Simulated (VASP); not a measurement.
```xyz
6
Lattice="1.8783 -7.4076 0.0000 1.8783 7.4076 0.0000 0.0000 0.0000 3.7389" Properties=species:S:1:pos:R:3 pbc="T T T"
Zr     1.8783     5.8565     0.9347
Zr     1.8783    -5.8565     2.8042
Ge     1.8783     0.8788     0.9347
Ge     1.8783    -0.8788     2.8042
Ge     1.8783     3.7022     2.8042
Ge     1.8783    -3.7022     0.9347
```

These are LDA (Ceperley-Alder, Perdew-Zunger), VASP's LDA PAW potentials (set 64) (plane waves; VASP 6.6.1) values and carry that method's errors. Numerical set-up: 400 eV cut-off, 9×9×9 Γ-centred mesh, tetrahedra with Blöchl corrections, potentials Zr_sv Ge_d.

Estimate the energy per atom (σ→0), band gap (on the k-mesh) with the smallest direct gap where there is one.

- band gap (on the k-mesh) = none (metal, semimetal or under 0.01 eV)
- energy per atom (σ→0) = -7.273 eV/atom

The absolute energy has meaning only against runs of the same code, potentials and settings.

The structure comes from a computed database's ZrGe2 entry (Cmcm); how it stands against other phases isn't given here. It was relaxed first, which changed the volume by -5 %.
